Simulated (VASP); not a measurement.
# Ba3Y (Pm-3m) in VASP: single point with PBE

Aim: the single point of Ba3Y with PBE.

All numbers are computed with VASP 6.6.1; they aren't measurements. Logs are shortened: lines on timing, memory, paths and dates and some standing lists are left out, and cuts for length are marked.

## (1) The structure

It takes space group Pm-3m (No. 221, cubic). Conventional cell: a = 5.148 Å, b = 5.148 Å, c = 5.148 Å, α = 90.00°, β = 90.00°, γ = 90.00°. Around Ba (site symmetry 4/mmm) lie 8 Ba at 3.64 Å and 4 Y at 3.64 Å. Y (site symmetry m-3m) is surrounded by 12 Ba at 3.64 Å.

The cell was built by a generator and needn't be a form met in nature.

## (2) Single point, PBE

INCAR

```
PREC     = Accurate       # precision mode
ENCUT    = 520            # plane-wave cutoff, eV
EDIFF    = 1E-6           # SCF threshold, eV
ISMEAR   = -1             # smearing method
SIGMA    = 0.1237         # smearing width, eV
LREAL    = F              # projectors in reciprocal space
LASPH    = T              # aspherical terms in the spheres
NELM     = 60             # most SCF steps
ALGO     = Normal         # electronic algorithm
ISIF     = 2              # what is computed and relaxed
LWAVE    = F              # write WAVECAR
LCHARG   = F              # write CHGCAR
GGA      = PE             # functional
NBANDS   = 28             # bands
```

KPOINTS

```
regular mesh
0
Gamma
  7 7 7
```

POSCAR

```
Ba3Y
1.0
    5.1479670000      0.0000000000      0.0000000000
    0.0000000000      5.1479670000      0.0000000000
    0.0000000000      0.0000000000      5.1479670000
Ba Y
3 1
Direct
    0.0000000000      0.5000000000      0.5000000000
    0.5000000000      0.0000000000      0.5000000000
    0.5000000000      0.5000000000      0.0000000000
    0.0000000000      0.0000000000      0.0000000000
```

Potentials or basis: VASP PAW PBE potentials, release 64 (Ba_sv, Y_sv).

Started as:

```bash
$ cat potpaw_PBE.64/Ba_sv/POTCAR potpaw_PBE.64/Y_sv/POTCAR > POTCAR
$ mpirun -np 1 vasp_std > vasp.out
```

OUTCAR:

```text
PREC = Accurate
   ENCUT = 520
   EDIFF = 1E-6
   ISMEAR = -1
   LREAL = F
   LASPH = T
   NELM = 60
   ISIF = 2
   GGA = PE

 ion  position               nearest neighbor table
   1  0.000  0.500  0.500-   2 3.64   3 3.64   4 3.64   3 3.64   4 3.64   2 3.64   4 3.64   4 3.64
                             2 3.64   3 3.64   3 3.64   2 3.64
   2  0.500  0.000  0.500-   1 3.64   3 3.64   4 3.64   3 3.64   4 3.64   1 3.64   3 3.64   3 3.64
                             1 3.64   4 3.64   4 3.64   1 3.64
   3  0.500  0.500  0.000-   1 3.64   2 3.64   4 3.64   1 3.64   2 3.64   2 3.64   4 3.64   2 3.64
                             1 3.64   4 3.64   1 3.64   4 3.64
   4  0.000  0.000  0.000-   1 3.64   2 3.64   3 3.64   1 3.64   2 3.64   1 3.64   3 3.64   1 3.64
                             2 3.64   3 3.64   2 3.64   3 3.64

  LATTYP: Found a simple cubic cell.
 ALAT       =     5.1479670000

  Lattice vectors:

 A1 = (   5.1479670000,   0.0000000000,   0.0000000000)
 A2 = (   0.0000000000,   5.1479670000,   0.0000000000)
 A3 = (   0.0000000000,   0.0000000000,   5.1479670000)

Analysis of symmetry for initial positions (statically):
=====================================================================
 Subroutine PRICEL returns:
 Original cell was already a primitive cell.

 Routine SETGRP: Setting up the symmetry group for a
 simple cubic supercell.

 Subroutine GETGRP returns: Found 48 space group operations
 (whereof 48 operations were pure point group operations)
 out of a pool of 48 trial point group operations.

The static configuration has the point symmetry O_h .

Analysis of symmetry for dynamics (positions and initial velocities):
=====================================================================
 Subroutine PRICEL returns:
 Original cell was already a primitive cell.

 Routine SETGRP: Setting up the symmetry group for a
 simple cubic supercell.

 Subroutine GETGRP returns: Found 48 space group operations
 (whereof 48 operations were pure point group operations)
 out of a pool of 48 trial point group operations.

The dynamic configuration has the point symmetry O_h .

 Subroutine INISYM returns: Found 48 space group operations
 (whereof 48 operations are pure point group operations),
 and found     1 'primitive' translations

----------------------------------------------------------------------------------------

                                     Primitive cell

  volume of cell :     136.4292

  direct lattice vectors                    reciprocal lattice vectors
     5.147967000  0.000000000  0.000000000     0.194251439  0.000000000  0.000000000
     0.000000000  5.147967000  0.000000000     0.000000000  0.194251439  0.000000000
     0.000000000  0.000000000  5.147967000     0.000000000  0.000000000  0.194251439

  length of vectors
     5.147967000  5.147967000  5.147967000     0.194251439  0.194251439  0.194251439

  position of ions in fractional coordinates (direct lattice)
     0.000000000  0.500000000  0.500000000
     0.500000000  0.000000000  0.500000000
     0.500000000  0.500000000  0.000000000
     0.000000000  0.000000000  0.000000000

  ion indices of the primitive-cell ions
   primitive index   ion index
                 1           1
                 2           2
                 3           3
                 4           4

----------------------------------------------------------------------------------------

 KPOINTS: regular mesh

Automatic generation of k-mesh.
 Grid dimensions read from file:
 generate k-points for:    7    7    7

 Generating k-lattice:

  Cartesian coordinates                     Fractional coordinates (reciprocal lattice)
     0.027750206  0.000000000  0.000000000     0.142857143  0.000000000  0.000000000
     0.000000000  0.027750206  0.000000000     0.000000000  0.142857143  0.000000000
     0.000000000  0.000000000  0.027750206     0.000000000  0.000000000  0.142857143

  Length of vectors
     0.027750206  0.027750206  0.027750206

  Shift w.r.t. Gamma in fractional coordinates (k-lattice)
     0.000000000  0.000000000  0.000000000

 Subroutine IBZKPT returns following result:
 ===========================================

 Found     20 irreducible k-points:

 Following reciprocal coordinates:
            Coordinates               Weight
  0.000000  0.000000  0.000000      1.000000
  0.142857  0.000000  0.000000      6.000000
  0.285714  0.000000  0.000000      6.000000
  0.428571  0.000000  0.000000      6.000000
  0.142857  0.142857  0.000000     12.000000
  0.285714  0.142857  0.000000     24.000000
[... 12 lines left out ...]
  0.428571  0.428571  0.285714     24.000000
  0.428571  0.428571  0.428571      8.000000
   k-points           NKPTS =     20   k-points in BZ     NKDIM =     20   number of bands    NBANDS=     28
   number of dos      NEDOS =    301   number of ions     NIONS =      4
   total plane-waves  NPLWV =  64000
   dimension x,y,z NGX =    40 NGY =   40 NGZ =   40
   dimension x,y,z NGXF=    80 NGYF=   80 NGZF=   80
   ions per type =               3   1
   NGX,Y,Z   is equivalent  to a cutoff of  12.92, 12.92, 12.92 a.u.
   NGXF,Y,Z  is equivalent  to a cutoff of  25.83, 25.83, 25.83 a.u.
 SYSTEM =  unknown system
   PREC   = accura    normal or accurate (medium, high low for compatibility)
   ISTART =      0    job   : 0-new  1-cont  2-samecut
   ICHARG =      2    charge: 1-file 2-atom 10-const
   ISPIN  =      1    spin polarized calculation?
   LNONCOLLINEAR =      F non collinear calculations
   LSORBIT =      F    spin-orbit coupling
   LASPH  =      T    aspherical Exc in radial PAW
   ENCUT  =  520.0 eV  38.22 Ry    6.18 a.u.   9.57  9.57  9.57*2*pi/ulx,y,z
   NELM   =     60;   NELMIN=  2; NELMDL= -5     # of ELM steps
   EDIFF  = 0.1E-05   stopping-criterion for ELM
   LREAL  =      F    real-space projection
   EDIFFG = 0.1E-04   stopping-criterion for IOM
   NSW    =      0    number of steps for IOM
   IBRION =     -1    ionic relax: 0-MD 1-quasi-New 2-CG
   NFREE  =      0    steps in history (QN), initial steepest desc. (CG)
   ISIF   =      2    stress and relaxation
   ISYM   =      2    0-nonsym 1-usesym 2-fastsym
   POTIM  = 0.5000    time-step for ionic-motion
   TEBEG  =    0.0;   TEEND  =   0.0 temperature during run
   PSTRESS=    0.0 pullay stress
   NELECT =      41.0000    total number of electrons
   NUPDOWN=      -1.0000    fix difference up-down
   EMIN   =  10.00;   EMAX   =-10.00  energy-range for DOS
   EFERMI =   0.00;   METHOD = LEGACY
   ISMEAR =    -1;   SIGMA  =   0.12  broadening in eV -4-tet -1-fermi 0-gaus
   EFERMI_NEDOS =   21; number of points for ismear=-14 and -15
   IALGO  =     38    algorithm
   IMIX   =      4    mixing-type and parameters
     AMIX     =   0.40;   BMIX     =  1.00
     AMIX_MAG =   1.60;   BMIX_MAG =  1.00
  volume/ion in A,a.u.               =      34.11       230.17
  Fermi-wavevector in a.u.,A,eV,Ry     =   1.096563  2.072204 16.360339  1.202451
  Thomas-Fermi vector in A             =   2.232908
   LORBIT       =      0    0 simple, 1 ext, 2 COOP (PROOUT), +10 PAW based schemes
   GGA     = PE    functional components
   LHFCALC =     F    Hartree Fock is set to
   AEXX    =    0.0000 exact exchange contribution
   IVDW    =     0    specifies the selected vdW correction
   LEPSILON=     F    determine dielectric tensor
   LRPA    =     F    only Hartree local field effects (RPA)
 non-spin polarized calculation
  energy-cutoff  :      520.00
  volume of cell :      136.43
 maximum number of plane-waves:      3743
 NGX is ok and might be reduce to    40
   NGX = 19   NGY = 19   NGZ = 19

 number of electron      41.0000003 magnetization

 Free energy of the ion-electron system (eV)
  ---------------------------------------------------
  ext. energy  EPLUGINS =         0.00000000
  ---------------------------------------------------
  free energy    TOTEN  =        -9.76455393 eV

  energy without entropy =       -9.47093157  energy(sigma->0) =       -9.61774275

 E-fermi :   3.9540     XC(G=0):  -9.5723

 val. band max:        3.9035999042   @ k =   0.2857   0.1429   0.1429
 cond. band min:       3.9545210812   @ k =   0.4286   0.1429   0.1429
 fundamental gap:      0.0509211770
 Fermi energy:         3.9539584587

 k-point     1 :       0.0000    0.0000    0.0000
  band No.  band energies     occupation
      1     -38.9041      2.00000
      2     -24.2154      2.00000
      3     -23.7573      2.00000
      4     -23.7573      2.00000
      5     -18.9410      2.00000
      6     -18.9410      2.00000
[... 20 lines left out ...]
     27       8.4545      0.00000
     28       8.4546      0.00000

 k-point     2 :       0.1429    0.0000    0.0000
  band No.  band energies     occupation
      1     -38.9041      2.00000
      2     -24.1968      2.00000
      3     -23.7785      2.00000
      4     -23.7568      2.00000
      5     -18.9405      2.00000
      6     -18.9405      2.00000
[... 20 lines left out ...]
     27       7.7046      0.00000
     28       7.8853      0.00000

 k-point     3 :       0.2857    0.0000    0.0000
  band No.  band energies     occupation
      1     -38.9040      2.00000
      2     -24.1460      2.00000
      3     -23.8351      2.00000
      4     -23.7556      2.00000
      5     -18.9394      2.00000
      6     -18.9394      2.00000
[... 20 lines left out ...]
     27       6.5928      0.00000
     28       6.8665      0.00000

 k-point     4 :       0.4286    0.0000    0.0000
  band No.  band energies     occupation
      1     -38.9039      2.00000
      2     -24.0853      2.00000
      3     -23.9005      2.00000
      4     -23.7546      2.00000
      5     -18.9385      2.00000
      6     -18.9385      2.00000
[... 454 lines left out ...]
     27       6.1868      0.00000
     28       6.3683      0.00000

 k-point    19 :       0.4286    0.4286    0.2857
  band No.  band energies     occupation
      1     -38.9037      2.00000
      2     -23.9449      2.00000
      3     -23.9020      2.00000
      4     -23.8820      2.00000
      5     -18.9461      2.00000
      6     -18.9456      2.00000
[... 20 lines left out ...]
     27       6.1117      0.00000
     28       6.1926      0.00000

 k-point    20 :       0.4286    0.4286    0.4286
  band No.  band energies     occupation
      1     -38.9036      2.00000
      2     -23.9236      2.00000
      3     -23.8999      2.00000
      4     -23.8999      2.00000
      5     -18.9489      2.00000
      6     -18.9489      2.00000
[... 20 lines left out ...]
     27       6.0422      0.00000
     28       6.3999      0.00000

------------------------ aborting loop because EDIFF is reached ----------------------------------------

  FORCE on cell =-STRESS in cart. coord.  units (eV):
  Direction    XX          YY          ZZ          XY          YZ          ZX
  --------------------------------------------------------------------------------------
  -------------------------------------------------------------------------------------
  Total        8.0868819      8.0868819      8.0868819      0.0000000      0.0000000      0.0000000
  in kB       94.9695588     94.9695588     94.9695588      0.0000000      0.0000000      0.0000000
  external PRESSURE =      94.9695588 kB  Pullay stress =       0.0000000 kB

 VOLUME and BASIS-vectors are now :
 -----------------------------------------------------------------------------
  energy-cutoff  :      520.00
  volume of cell :      136.43
      direct lattice vectors                 reciprocal lattice vectors
     5.147967000  0.000000000  0.000000000     0.194251439  0.000000000  0.000000000
     0.000000000  5.147967000  0.000000000     0.000000000  0.194251439  0.000000000
     0.000000000  0.000000000  5.147967000     0.000000000  0.000000000  0.194251439

 POSITION                                       TOTAL-FORCE (eV/Angst)
 -----------------------------------------------------------------------------------
      0.00000      2.57398      2.57398         0.000000      0.000000      0.000000
      2.57398      0.00000      2.57398         0.000000      0.000000      0.000000
      2.57398      2.57398      0.00000         0.000000      0.000000      0.000000
      0.00000      0.00000      0.00000         0.000000      0.000000      0.000000
 -----------------------------------------------------------------------------------
    total drift:                                0.000000     -0.000000     -0.000000

  FREE ENERGIE OF THE ION-ELECTRON SYSTEM (eV)
  ---------------------------------------------------
  free  energy   TOTEN  =        -9.7645539251 eV

  energy  without entropy=       -9.4709315680  energy(sigma->0) =       -9.61774275
```

Wall time 64 s (1 thread of Intel Xeon Platinum 8488C (Sapphire Rapids), shared host); peak memory 0.28 GiB.

What came out:

- Free energy: -9.7646 eV
- Pressure: 9.5 GPa
- Band gap on the k mesh: none (metal or under the smearing width)

Spin-orbit coupling is left out, which matters for the levels of Ba.
